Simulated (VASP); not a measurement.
Output of a VASP run:

File OSZICAR:
```
       N       E                     dE             d eps       ncg     rms          rms(c)
DAV:   1     0.386346926079E+02    0.38635E+02   -0.72606E+03  3088   0.114E+03
DAV:   2    -0.377846494951E+02   -0.76419E+02   -0.70500E+02  3392   0.226E+02
DAV:   3    -0.398080404090E+02   -0.20234E+01   -0.19882E+01  3528   0.382E+01
DAV:   4    -0.398189053791E+02   -0.10865E-01   -0.10862E-01  3288   0.302E+00
DAV:   5    -0.398190092916E+02   -0.10391E-03   -0.10391E-03  3476   0.316E-01    0.581E+00
DAV:   6    -0.352738172286E+02    0.45452E+01   -0.69341E+00  3168   0.372E+01    0.790E+00
DAV:   7    -0.353483411600E+02   -0.74524E-01   -0.49001E-01  3072   0.979E+00    0.375E+00
DAV:   8    -0.353087965807E+02    0.39545E-01   -0.16008E-01  3104   0.549E+00    0.694E-01
DAV:   9    -0.353289969249E+02   -0.20200E-01   -0.47734E-02  3288   0.243E+00    0.227E-01
DAV:  10    -0.353341128353E+02   -0.51159E-02   -0.61832E-03  3232   0.901E-01    0.143E-01
DAV:  11    -0.353343813570E+02   -0.26852E-03   -0.20602E-03  3328   0.458E-01    0.545E-02
DAV:  12    -0.353342841115E+02    0.97245E-04   -0.63865E-04  3104   0.275E-01    0.539E-02
DAV:  13    -0.353345065988E+02   -0.22249E-03   -0.26307E-04  3132   0.165E-01    0.166E-02
DAV:  14    -0.353345070785E+02   -0.47970E-06   -0.43419E-06  3492   0.183E-02    0.423E-03
DAV:  15    -0.353345056243E+02    0.14542E-05   -0.58339E-07  3188   0.761E-03    0.321E-03
DAV:  16    -0.353345083137E+02   -0.26894E-05   -0.14216E-06  3168   0.127E-02    0.116E-03
DAV:  17    -0.353345083898E+02   -0.76152E-07   -0.65181E-08  2068   0.291E-03
   1 F= -.35334508E+02 E0= -.35334537E+02  d E =-.353345E+02
```

File OUTCAR:
```
------------------------ aborting loop because EDIFF is reached ----------------------------------------
  FORCE on cell =-STRESS in cart. coord.  units (eV):
  Direction    XX          YY          ZZ          XY          YZ          ZX
  --------------------------------------------------------------------------------------
  Total       -1.0622919     -1.2475855     -1.0622919      0.0000000      0.0000000      0.0000000
  in kB      -43.1052687    -50.6240409    -43.1052687      0.0000000      0.0000000      0.0000000
  external PRESSURE =     -45.6115261 kB  Pullay stress =       0.0000000 kB
  volume of cell :       39.48
      direct lattice vectors                 reciprocal lattice vectors
     3.438907018  0.000000000  0.000000000     0.290790066  0.000000000  0.000000000
     0.000000000  3.338744678  0.000000000     0.000000000  0.299513768  0.000000000
     0.000000000  0.000000000  3.438907018     0.000000000  0.000000000  0.290790066
 POSITION                                       TOTAL-FORCE (eV/Angst)
 -----------------------------------------------------------------------------------
      0.00000      0.00000      0.00000         0.000000      0.000000      0.000000
      1.71945      1.66937      1.71945         0.000000      0.000000      0.000000
 -----------------------------------------------------------------------------------
    total drift:                               -0.000000      0.000000     -0.000000
  FREE ENERGIE OF THE ION-ELECTRON SYSTEM (eV)
  ---------------------------------------------------
  free  energy   TOTEN  =       -35.3345083898 eV

  energy  without entropy=      -35.3345934658  energy(sigma->0) =      -35.33453675

 reached required accuracy - stopping structural energy minimisation
```
(Selected blocks of OUTCAR.)

### POSCAR
```
AgAs
1
    3.4389070184     0.0000000000     0.0000000000
    0.0000000000     3.3387446780     0.0000000000
    0.0000000000     0.0000000000     3.4389070184
Ag As
1 1
Direct
  0.0000000000   0.0000000000   0.0000000000
  0.5000000000   0.5000000000   0.5000000000
```

Question: Write an INCAR and KPOINTS that could have produced this output.

Answer: One answer among several that fit: the input of the run itself, r2SCAN meta-GGA, plane waves, VASP's PBE PAW potentials (set 64).

**KPOINTS**
```
Automatic mesh
0
Gamma
10 10 10
0 0 0
```

**INCAR**
```
ALGO = Normal
EDIFF = 1E-7
EDIFFG = -0.01
ENCUT = 480
IBRION = 2
ISIF = 2
ISMEAR = 1
LASPH = T
LCHARG = F
LMAXMIX = 4
LMIXTAU = T
LREAL = F
LWAVE = F
METAGGA = R2SCAN
NELM = 100
NSW = 30
PREC = Accurate
SIGMA = 0.1
SYSTEM = AgAs
```

POTCAR, in this order: Ag As (PBE.64 set). Program: vasp_std.

The structure was generated: AgAs was put into the CsCl type (Pm-3m), which need not be its known phase. This cell was strained or had an atom moved on purpose.
